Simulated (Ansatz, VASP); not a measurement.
**Two plane-wave programs on TePt2Se**

```xyz
4
Lattice="4.1430 0.0000 0.0000 -2.0715 3.5879 0.0000 0.0000 0.0000 5.5820" Properties=species:S:1:pos:R:3 pbc="T T T"
Te    0.0000    2.3920    2.7910
Pt    2.0715    1.1960    4.2110
Pt    2.0715    1.1960    1.3710
Se    0.0000    0.0000    0.0000
```

Alike in both runs: functional PBE; k mesh 6 × 6 × 4; occupations gaussian, width 0.1 eV; no spin polarisation.

Ansatz relaxed the structure, and its values are those at the end. VASP's run is a single point on that final structure, the one shown.

```csv
,VASP,Ansatz
version,VASP 6.6.1,Ansatz 0.2.0
potentials or method,"VASP PAW PBE potentials, release 64 (Te, Pt, Se)","scalar-relativistic, plane waves, PAW"
plane-wave cutoff (eV),520,420
valence electrons in the cell,32,68
```

|  | VASP | Ansatz | Ansatz less VASP |
| --- | --- | --- | --- |
| gap on the k mesh at the Fermi level (eV) | none | none | - |
| pressure (GPa) | -0.2 | 0.0 | +0.21 |

A gap of «none» marks a metal or a gap that the smearing closes. The two sets of potentials don't hold the same shells in valence.

The runs have no spin-orbit coupling, so splittings on Pt, Te are missing.
